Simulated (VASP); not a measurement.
Output of a VASP run:

OUTCAR:
```
 ion  position               nearest neighbor table
   1  0.499  0.002  0.001-  53 1.88  45 1.88  61 1.90  32 1.91   9 3.02  23 3.07   8 3.07   5 3.07
                            18 3.08  22 3.10   2 3.10   3 3.10  15 3.10   7 3.12  13 3.12  30 3.14
   2  0.750  0.250  0.001-  43 1.89  32 1.89  54 1.90  33 1.90   3 3.09  16 3.09   4 3.09  28 3.10
                             1 3.10  23 3.10  14 3.10  13 3.10  24 3.10   6 3.10   9 3.11  10 3.14
   3  0.750  0.001  0.250-  32 1.89  34 1.89  48 1.89  38 1.89  16 3.09   2 3.09   4 3.09  19 3.10
                            21 3.10   1 3.10  18 3.10  25 3.10   7 3.10  11 3.10  12 3.11   9 3.11
   4  1.000  0.001  0.000-  43 1.89  35 1.89  38 1.89  62 1.90   5 3.07  28 3.07  13 3.08   8 3.08
                             7 3.08  25 3.08   3 3.09   2 3.09  16 3.09  22 3.10  31 3.11  15 3.11
   5  0.249  0.248  1.000-  53 1.88  35 1.89  59 1.91  36 1.92   9 3.03   4 3.07   1 3.07   8 3.08
                            28 3.08  22 3.08  23 3.09  16 3.10  17 3.11  14 3.13   6 3.13  29 3.13
   6  0.500  0.501  0.999-  60 1.88  37 1.89  36 1.90  54 1.90  15 3.08  30 3.08  29 3.09  24 3.09
                            18 3.09   2 3.10  17 3.10  23 3.11   7 3.11  10 3.11   9 3.12   5 3.13
   7  0.752  0.751  0.999-  55 1.89  38 1.89  37 1.90  61 1.90  10 3.05  14 3.07  13 3.08  24 3.08
                             4 3.08  31 3.09  25 3.09   3 3.10  18 3.10   6 3.11   1 3.12  30 3.12
   8  0.249  1.000  0.248-  45 1.89  35 1.89  56 1.90  39 1.90   9 3.03   1 3.07  25 3.07   5 3.08
                             4 3.08  18 3.09  15 3.09  20 3.10  16 3.10  11 3.11  19 3.12  27 3.12
   9  0.492  0.245  0.246-  32 1.87  39 1.87  36 1.88  63 2.96   1 3.02   8 3.03   5 3.03  20 3.09
                            17 3.10  11 3.11   3 3.11   2 3.11   6 3.12
  10  0.751  0.509  0.249-  37 1.88  40 1.88  33 1.89  63 2.92  25 3.05   7 3.05  18 3.06  21 3.06
                            14 3.06  26 3.11   6 3.11  16 3.14   2 3.14
  11  0.500  0.998  0.500-  58 1.89  39 1.89  41 1.89  48 1.90  27 3.08  30 3.08  22 3.09  18 3.09
                            20 3.09  23 3.10  21 3.10   3 3.10   9 3.11  12 3.11   8 3.11  13 3.11
  12  0.754  0.245  0.507-  34 1.87  41 1.87  42 1.88  63 2.95  19 3.02  13 3.03  28 3.04  23 3.09
                            24 3.10  11 3.11   3 3.11  16 3.11  26 3.12
  13  0.752  1.000  0.751-  43 1.89  52 1.89  61 1.90  41 1.90  12 3.03  19 3.07  28 3.07   7 3.08
                             4 3.08  21 3.09  31 3.09  23 3.10   2 3.10  11 3.11   1 3.12  30 3.12
  14  0.998  0.502  0.002-  44 1.88  55 1.88  59 1.91  33 1.92  10 3.06  25 3.07   7 3.07  24 3.08
                            17 3.08  31 3.09  15 3.09  16 3.10   2 3.10   5 3.13  28 3.13  29 3.15
  15  0.251  0.749  0.999-  60 1.89  44 1.89  45 1.90  62 1.90  17 3.08   6 3.08  18 3.08  25 3.09
                             8 3.09  31 3.09  14 3.09  30 3.09  29 3.10   1 3.10  22 3.10   4 3.11
  16  0.999  0.250  0.250-  35 1.89  34 1.89  46 1.90  33 1.90   3 3.09   2 3.09   4 3.09  19 3.10
                             5 3.10  20 3.10  14 3.10   8 3.10  17 3.10  26 3.10  12 3.11  10 3.14
  17  0.249  0.502  0.249-  47 1.88  44 1.89  36 1.89  46 1.90  15 3.08  14 3.08  25 3.08  26 3.09
                            27 3.09   9 3.10  18 3.10  16 3.10   6 3.10   5 3.11  63 3.13  20 3.14
  18  0.500  0.751  0.248-  47 1.86  45 1.89  37 1.90  48 1.90  10 3.06   1 3.08  15 3.08   6 3.09
                             8 3.09  11 3.09   3 3.10  17 3.10  27 3.10   7 3.10  21 3.13  63 3.13
  19  0.999  0.002  0.501-  49 1.88  52 1.88  56 1.90  34 1.91  12 3.02  20 3.07  13 3.07  28 3.07
                            21 3.08  16 3.10   3 3.10  22 3.10  31 3.10  25 3.12   8 3.12  27 3.14
  20  0.249  0.247  0.501-  50 1.87  49 1.89  39 1.90  46 1.90  22 3.07  19 3.07   9 3.09  28 3.09
                            11 3.09   8 3.10  16 3.10  23 3.10  29 3.10  26 3.11  63 3.13  17 3.14
  21  0.752  0.751  0.500-  51 1.86  52 1.89  40 1.90  48 1.90  10 3.06  19 3.08  31 3.08  26 3.09
                            13 3.09  11 3.10   3 3.10  24 3.10  25 3.10  30 3.10  18 3.13  63 3.13
  22  0.250  0.001  0.750-  53 1.89  49 1.89  58 1.90  62 1.90  23 3.07  20 3.07   5 3.08  28 3.08
                            11 3.09   1 3.10  19 3.10  15 3.10  31 3.10   4 3.10  30 3.10  27 3.10
  23  0.499  0.247  0.751-  50 1.87  53 1.89  41 1.90  54 1.90  22 3.07   1 3.07  12 3.09   5 3.09
                            11 3.10  13 3.10   2 3.10  20 3.10  29 3.10   6 3.11  63 3.13  24 3.14
  24  0.752  0.502  0.751-  51 1.88  55 1.89  42 1.89  54 1.90  31 3.08  14 3.08   7 3.08   6 3.09
                            30 3.09  21 3.10   2 3.10  12 3.10  26 3.10  28 3.11  63 3.12  23 3.14
  25  0.001  0.751  0.248-  44 1.89  38 1.89  40 1.90  56 1.90  10 3.05  14 3.07   8 3.07  17 3.08
                             4 3.08   7 3.09  15 3.09   3 3.10  21 3.10  26 3.11  19 3.12  27 3.12
  26  0.002  0.501  0.500-  57 1.88  40 1.89  42 1.90  46 1.90  31 3.08  27 3.08  29 3.09  17 3.09
                            21 3.09  16 3.10  24 3.10  20 3.11  25 3.11  10 3.11  12 3.12  28 3.13
  27  0.252  0.748  0.501-  47 1.87  57 1.89  58 1.89  56 1.93  30 3.05  29 3.06  11 3.08  26 3.08
                            17 3.09  31 3.09  18 3.10  22 3.10  25 3.12   8 3.12  19 3.14  63 3.28
  28  0.000  0.248  0.751-  49 1.88  43 1.89  59 1.91  42 1.92  12 3.04   4 3.07  13 3.07  19 3.07
                             5 3.08  22 3.08  20 3.09   2 3.10  24 3.11  26 3.13  14 3.13  29 3.13
  29  0.252  0.501  0.748-  50 1.87  57 1.89  60 1.89  59 1.93  27 3.06  30 3.06  26 3.09   6 3.09
                            31 3.10  15 3.10  20 3.10  23 3.10   5 3.13  28 3.13  14 3.15  63 3.27
  30  0.499  0.748  0.748-  51 1.87  58 1.89  60 1.89  61 1.93  27 3.05  29 3.06  11 3.08   6 3.08
                            24 3.09  15 3.09  21 3.10  22 3.10   7 3.12  13 3.12   1 3.14  63 3.28
  31  0.001  0.749  0.750-  57 1.89  55 1.89  52 1.90  62 1.90  24 3.08  26 3.08  21 3.08   7 3.09
                            13 3.09  15 3.09  14 3.09  27 3.09  29 3.10  19 3.10  22 3.10   4 3.11
  32  0.625  0.127  0.127-   9 1.87   3 1.89   2 1.89   1 1.91
  33  0.872  0.376  0.128-  10 1.89  16 1.90   2 1.90  14 1.92
  34  0.873  0.127  0.375-  12 1.87   3 1.89  16 1.89  19 1.91
  35  0.124  0.126  0.126-   5 1.89   4 1.89   8 1.89  16 1.89
  36  0.375  0.377  0.125-   9 1.88  17 1.89   6 1.90   5 1.92
  37  0.624  0.627  0.122-  10 1.88   6 1.89  18 1.90   7 1.90
  38  0.875  0.876  0.125-   4 1.89   7 1.89  25 1.89   3 1.89
  39  0.375  0.123  0.376-   9 1.87  11 1.89  20 1.90   8 1.90
  40  0.878  0.627  0.376-  10 1.88  26 1.89  21 1.90  25 1.90
  41  0.624  0.123  0.625-  12 1.87  11 1.89  23 1.90  13 1.90
  42  0.875  0.377  0.625-  12 1.88  24 1.89  26 1.90  28 1.92
  43  0.874  0.126  0.876-  28 1.89  13 1.89   4 1.89   2 1.89
  44  0.124  0.626  0.124-  14 1.88  25 1.89  17 1.89  15 1.89
  45  0.374  0.876  0.124-   1 1.88   8 1.89  18 1.89  15 1.90
  46  0.126  0.375  0.375-  16 1.90  26 1.90  20 1.90  17 1.90
  47  0.371  0.632  0.368-  18 1.86  27 1.87  17 1.88  63 2.08
  48  0.626  0.875  0.374-   3 1.89  11 1.90  21 1.90  18 1.90
...
```

**OSZICAR**
```
       N       E                     dE             d eps       ncg     rms          rms(c)
DAV:   1    -0.537148906878E+03   -0.53715E+03   -0.98484E+00   648   0.792E+00    0.146E+01
DAV:   2    -0.537246694192E+03   -0.97787E-01   -0.37107E-01   696   0.137E+00    0.105E+01
DAV:   3    -0.537237803616E+03    0.88906E-02   -0.53107E-02   760   0.597E-01    0.630E+00
DAV:   4    -0.537237889451E+03   -0.85835E-04   -0.23918E-02   744   0.334E-01    0.364E+00
DAV:   5    -0.537237688244E+03    0.20121E-03   -0.46162E-03   720   0.137E-01    0.211E+00
DAV:   6    -0.537237721563E+03   -0.33319E-04   -0.19248E-03   720   0.927E-02    0.121E+00
DAV:   7    -0.537237871430E+03   -0.14987E-03   -0.63516E-04   728   0.585E-02    0.698E-01
DAV:   8    -0.537237966080E+03   -0.94651E-04   -0.21691E-04   728   0.354E-02    0.400E-01
DAV:   9    -0.537238026156E+03   -0.60076E-04   -0.10059E-04   720   0.229E-02    0.229E-01
DAV:  10    -0.537238060137E+03   -0.33980E-04   -0.35622E-05   584   0.132E-02    0.136E-01
DAV:  11    -0.537238077800E+03   -0.17663E-04   -0.15308E-05   488   0.820E-03    0.792E-02
DAV:  12    -0.537238086692E+03   -0.88924E-05   -0.69730E-06   464   0.550E-03
   1 F= -.53723809E+03 E0= -.53723809E+03  d E =-.302360E-14  mag=     3.0000
```

OUTCAR:
```
------------------------ aborting loop because EDIFF is reached ----------------------------------------
  volume of cell :      671.84
      direct lattice vectors                 reciprocal lattice vectors
     8.758331436  0.000000000  0.000000000     0.114176999  0.000000000  0.000000000
     0.000000000  8.758331436  0.000000000     0.000000000  0.114176999  0.000000000
     0.000000000  0.000000000  8.758331436     0.000000000  0.000000000  0.114176999
  FREE ENERGIE OF THE ION-ELECTRON SYSTEM (eV)
  ---------------------------------------------------
  free  energy   TOTEN  =      -537.2380866920 eV

  energy  without entropy=     -537.2380866920  energy(sigma->0) =     -537.23808669

  exchange ACFDT corr.  =         0.00000000  see jH, gK, PRB 81, 115126

 total charge

# of ion       s       p       d       tot
------------------------------------------
    1        0.711   0.981   0.000   1.692
    2        0.708   0.978   0.000   1.687
    3        0.709   0.981   0.000   1.690
    4        0.708   0.981   0.000   1.689
    5        0.711   0.972   0.000   1.683
    6        0.707   0.980   0.000   1.688
    7        0.710   0.977   0.000   1.688
    8        0.710   0.973   0.000   1.683
    9        0.733   0.931   0.000   1.664
   10        0.731   0.926   0.000   1.657
   11        0.707   0.983   0.000   1.690
   12        0.733   0.930   0.000   1.663
   13        0.710   0.973   0.000   1.683
   14        0.711   0.976   0.000   1.687
   15        0.707   0.978   0.000   1.685
   16        0.708   0.979   0.000   1.687
   17        0.709   0.981   0.000   1.689
   18        0.708   0.979   0.000   1.686
   19        0.711   0.982   0.000   1.692
   20        0.708   0.982   0.000   1.689
   21        0.707   0.979   0.000   1.686
   22        0.707   0.976   0.000   1.684
   23        0.708   0.982   0.000   1.689
   24        0.709   0.981   0.000   1.689
   25        0.710   0.977   0.000   1.688
   26        0.707   0.981   0.000   1.688
   27        0.706   0.972   0.000   1.678
   28        0.711   0.972   0.000   1.683
   29        0.706   0.971   0.000   1.677
   30        0.706   0.972   0.000   1.678
   31        0.707   0.978   0.000   1.685
   32        0.838   1.710   0.000   2.547
   33        0.836   1.697   0.000   2.533
   34        0.838   1.710   0.000   2.548
   35        0.835   1.722   0.000   2.557
   36        0.844   1.690   0.000   2.535
   37        0.844   1.704   0.000   2.547
   38        0.836   1.718   0.000   2.554
   39        0.841   1.704   0.000   2.545
   40        0.843   1.704   0.000   2.548
   41        0.841   1.703   0.000   2.544
   42        0.844   1.690   0.000   2.534
   43        0.835   1.722   0.000   2.557
   44        0.839   1.720   0.000   2.559
   45        0.840   1.717   0.000   2.557
   46        0.841   1.703   0.000   2.544
   47        0.851   1.684   0.000   2.535
   48        0.841   1.706   0.000   2.547
   49        0.839   1.722   0.000   2.561
   50        0.849   1.696   0.000   2.544
   51        0.851   1.685   0.000   2.536
   52        0.840   1.717   0.000   2.557
...
```
(Selected blocks of OUTCAR.)

File POSCAR:
```
MoC31Si31
1
    8.7583314356     0.0000000000     0.0000000000
    0.0000000000     8.7583314356     0.0000000000
    0.0000000000     0.0000000000     8.7583314356
Si C Mo
31 31 1
Direct
  0.4986502551   0.0015088712   0.0014733575
  0.7496759285   0.2504391127   0.0009000507
  0.7499939364   0.0008792379   0.2501263814
  0.9996639911   0.0010143052   0.0004445220
  0.2486369500   0.2479913883   0.9999673973
  0.4998683560   0.5014659796   0.9985214864
  0.7518399887   0.7513071645   0.9990511153
  0.2491152685   0.9997100170   0.2483519988
  0.4923351400   0.2450257904   0.2459313111
  0.7511722741   0.5089870096   0.2489704615
  0.4996086318   0.9982914796   0.5004492408
  0.7540272155   0.2452469174   0.5073772193
  0.7518487022   0.9997991180   0.7509543558
  0.9982873186   0.5023032533   0.0018549229
  0.2505750570   0.7494325692   0.9992752555
  0.9992061175   0.2504507537   0.2504414409
  0.2487558065   0.5016780182   0.2486603790
  0.4997763030   0.7510790779   0.2479930392
  0.9986882188   0.0015654498   0.5013984309
  0.2488729741   0.2472592459   0.5009542154
  0.7522518525   0.7511639667   0.5003837588
  0.2501298142   0.0008101667   0.7500462847
  0.4991217494   0.2472340989   0.7512687309
  0.7515285018   0.5016522230   0.7514918096
  0.0010439226   0.7512981648   0.2482766999
  0.0015987129   0.5014718501   0.5002285783
  0.2522289126   0.7484088962   0.5013103591
  0.0001115824   0.2479712254   0.7514293179
  0.2523214368   0.5010281990   0.7477522399
  0.4988331694   0.7484662814   0.7479545265
  0.0008310499   0.7494554273   0.7496265862
  0.6249481098   0.1271498740   0.1274008887
  0.8718074213   0.3763120337   0.1283252117
  0.8727794568   0.1272048296   0.3751027575
  0.1237234416   0.1255326552   0.1256805144
  0.3745377837   0.3768163930   0.1246441046
  0.6241496447   0.6265149173   0.1221332288
  0.8749227231   0.8763495118   0.1251486734
  0.3746591449   0.1225734481   0.3760753128
  0.8780536948   0.6265234148   0.3759639281
  0.6240726948   0.1227453997   0.6253023033
  0.8753571493   0.3768431564   0.6254894647
  0.8744400697   0.1255265075   0.8763757110
  0.1241759465   0.6259849500   0.1238603517
  0.3744447153   0.8759890460   0.1236144549
  0.1255636739   0.3745318055   0.3749869168
  0.3709892927   0.6315851230   0.3680938904
  0.6257927284   0.8750048237   0.3743996304
  0.1232876255   0.1243941778   0.6257402574
  0.3696820759   0.3660202271   0.6303054061
  0.6322173326   0.6318091294   0.6292709474
  0.8765930584   0.8760370743   0.6256684542
  0.3743943479   0.1243857518   0.8768893761
  0.6250936015   0.3745169868   0.8745312867
  0.8762521005   0.6260106867   0.8759753151
  0.1238643787   0.8768735302   0.3761814100
  0.1259998764   0.6248798963   0.6250593915
  0.3747703469   0.8752527075   0.6254151354
  0.1238287714   0.3761855803   0.8762291042
  0.3750671808   0.6248653246   0.8740882044
  0.6240133489   0.8769265463   0.8761875901
  0.1249328311   0.8755183350   0.8752328487
  0.5165462944   0.4833628976   0.4840354562
```

### Question
Write an INCAR and KPOINTS that could have produced this output.

### Answer
This is not unique; one that fits is the input of the run itself, HSE06 screened hybrid, plane waves, VASP's PBE PAW potentials (set 64).

**KPOINTS**
```
Automatic mesh
0
Gamma
1 1 1
0 0 0
```

**INCAR**
```
AEXX = 0.25
ALGO = Normal
EDIFF = 1E-5
ENCUT = 400
GGA = PE
HFSCREEN = 0.2
ISIF = 0
ISMEAR = 0
ISPIN = 2
ISYM = 0
LASPH = .TRUE.
LCHARG = .FALSE.
LHFCALC = .TRUE.
LMAXMIX = 4
LORBIT = 10
LREAL = Auto
LWAVE = .FALSE.
MAGMOM = 63*0.0476
NELECT = 255.0
NELM = 50
NELMIN = 4
NUPDOWN = 3
PREC = Normal
PRECFOCK = Fast
SIGMA = 0.05
SYSTEM = MoC31Si31
```

POTCAR, in this order: Si C Mo (PBE.64 set). Program: vasp_gam. Read from the step before: WAVECAR.

The cell is charged, with a uniform compensating background. The supercell is sampled at Γ alone, which is coarse: total energies, pressure and levels can be off, energies of defects by several tenths of an eV.

The cell is a supercell with a defect, built from SiC (zinc blende): Mo_Si-vac_C, charge -1. The cell's shape comes from a PBE relaxation.
